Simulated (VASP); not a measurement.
```
InCl
1.0
    2.13828    -5.94704     0.00000
    2.13828     5.94704     0.00000
    0.00000     0.00000     4.33353
In Cl
2 2
Direct
  0.39217   0.60783   0.25384
  0.60783   0.39217   0.75384
  0.15493   0.84507   0.26216
  0.84507   0.15493   0.76216
```

Computed with PBEsol GGA, VASP's PBE PAW potentials (set 64) (plane waves; VASP). Settings: 400 eV cut-off, 6×6×6 Γ-centred mesh, tetrahedra with Blöchl corrections, potentials In_d Cl.

The cores are frozen, which limits the accuracy of field gradients.

Task: Give the principal components of the electric field gradient (V/Å²) and the asymmetry η at each nucleus.

Result: 
```
atom   Vxx   Vyy    Vzz     η
----  ----  ----  -----  ----
In1   44.6   7.4  -52.0  0.71
In2   44.6   7.4  -52.0  0.71
Cl3   -3.1  -1.3    4.4  0.40
Cl4   -3.1  -1.3    4.4  0.40
```

The structure comes from a computed database's InCl entry (Cmc2_1); how it stands against other phases isn't given here. It was relaxed first, which changed the volume by -12 %.
